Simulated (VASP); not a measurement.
Crystal: SrZr2O3.

```
CELL_PARAMETERS angstrom
5.70000 0.00000 0.00000
-2.85000 4.93634 0.00000
0.00000 0.00000 3.10000
ATOMIC_POSITIONS crystal
Sr 0.00000 0.00000 0.00000
Zr 0.33333 0.66667 0.50000
Zr 0.66667 0.33333 0.50000
O 0.43000 0.00000 0.00000
O 0.00000 0.43000 0.00000
O 0.57000 0.57000 0.00000
```

The cell was built by a generator and needn't be a form met in nature.

| Property | Result |
| --- | --- |
| Program | VASP 6.6.1 |
| Task | relaxation of cell and atoms |
| Functional | PBE |
| Potentials or basis | VASP PAW PBE potentials, release 64 (Sr_sv, Zr_sv, O) |
| Cutoff | 520 eV |
| k mesh | 3 × 3 × 5 |
| Occupations | gaussian, width 0.15 eV |
| Spin | no spin polarisation |

At the start: pressure -2.3 GPa; volume 14.54 Å³/atom.

Problem. Where does the relaxation end?

Solution. Over 20 steps the energy falls by 50.1 meV/atom and the volume is 14.23 Å³/atom (-2.1 %); space group P-62m (No. 189, to 0.05 Å).

Step by step:
```csv
step,energy change (eV),largest force (eV/Å),pressure (GPa),volume (Å³)
1,0.0000,0.5247,-2.28,87.23
2,-0.0815,0.5251,2.05,84.63
3,-0.0900,0.5337,3.98,83.55
4,-0.1432,0.4976,3.18,83.90
5,-0.2054,0.4020,1.35,84.60
6,-0.2087,0.3855,0.94,84.77
7,-0.2375,0.3040,-0.25,85.43
8,-0.2548,0.2259,-1.60,86.18
9,-0.2487,0.1049,-3.83,87.67
10,-0.2587,0.1896,-2.36,86.71
11,-0.2769,0.1240,-0.31,85.54
12,-0.2776,0.1080,-0.06,85.27
13,-0.2748,0.0847,1.20,84.71
14,-0.2776,0.1177,0.30,85.19
15,-0.2844,0.0910,0.57,85.00
16,-0.2926,0.0709,1.04,84.61
17,-0.2937,0.0690,1.19,84.47
18,-0.2970,0.0560,-0.93,85.63
19,-0.2980,0.0746,-0.33,85.25
20,-0.3005,0.0456,-0.42,85.36
```

Final structure:
```
Sr Zr O
1.0
     5.51246    0.00000    0.00000
    -2.75623    4.77393    0.00000
     0.00000    0.00000    3.24361
Sr Zr O
1 2 3
Direct
  0.00000 0.00000 0.00000
  0.33333 0.66667 0.50000
  0.66667 0.33333 0.50000
  0.47591 0.00000 0.00000
  0.00000 0.47591 0.00000
  0.52409 0.52409 0.00000
```

Caveat: the k mesh is coarse (spacing up to 0.42 Å⁻¹), so the values aren't converged.
